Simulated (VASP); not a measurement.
Input of a VASP 6.6.1 run:

INCAR

```
SYSTEM = Ta3Si3N
ALGO = Fast
EDIFF = 1E-4
EDIFFG = -0.08
ENCUT = 520
GGA = PE
IBRION = 2
ISIF = 3
ISMEAR = 0
KPAR = 2
LASPH = .True.
LCHARG = .False.
LREAL = .False.
LWAVE = .False.
NELM = 60
NSW = 24
PREC = Normal
SIGMA = 0.15
```

The input KPOINTS:

```
k-points
0
Gamma
  3 3 3
  0 0 0
```

POSCAR

```
Ta3Si3N
1.0
    5.1259323600      0.0000000000      0.0000000000
   -2.5629661800      4.4391876400      0.0000000000
    0.0000000000      0.0000000000      5.4439270600
Ta Si N
3 3 1
Direct
    0.5000000000      0.0000000000      0.0000000000
    0.0000000000      0.5000000000      0.0000000000
    0.5000000000      0.5000000000      0.0000000000
    0.5000000000      0.0000000000      0.5000000000
    0.0000000000      0.5000000000      0.5000000000
    0.5000000000      0.5000000000      0.5000000000
    0.0000000000      0.0000000000      0.0000000000
```

Potentials or basis: VASP PAW PBE potentials, release 64 (Ta_pv, Si, N).

The run is started by

```console
$ cat potpaw_PBE.64/Ta_pv/POTCAR potpaw_PBE.64/Si/POTCAR potpaw_PBE.64/N/POTCAR > POTCAR
$ mpirun -np 2 vasp_std > vasp.out
```

Q: What does it give for the band gap on the k mesh?

A: None (metal or under the smearing width).

Q: What does it give for the relaxed volume?

A: 17.67 Å³/atom.

Final structure:
```cif
data_structure
_symmetry_space_group_name_H-M 'P 1'
_symmetry_Int_Tables_number 1
_cell_length_a 5.2484
_cell_length_b 5.2484
_cell_length_c 5.1854
_cell_angle_alpha 90.000
_cell_angle_beta 90.000
_cell_angle_gamma 120.000
_cell_volume 123.70
loop_
_atom_site_label
_atom_site_type_symbol
_atom_site_fract_x
_atom_site_fract_y
_atom_site_fract_z
_atom_site_occupancy
Ta1 Ta 0.50000 0.00000 0.00000 1
Ta2 Ta 0.00000 0.50000 0.00000 1
Ta3 Ta 0.50000 0.50000 0.00000 1
Si1 Si 0.50000 0.00000 0.50000 1
Si2 Si 0.00000 0.50000 0.50000 1
Si3 Si 0.50000 0.50000 0.50000 1
N1 N 0.00000 0.00000 0.00000 1
```

Caveat: the k mesh is coarse (spacing up to 0.47 Å⁻¹), so the values aren't converged. Spin-orbit coupling is left out, which matters for the levels of Ta.
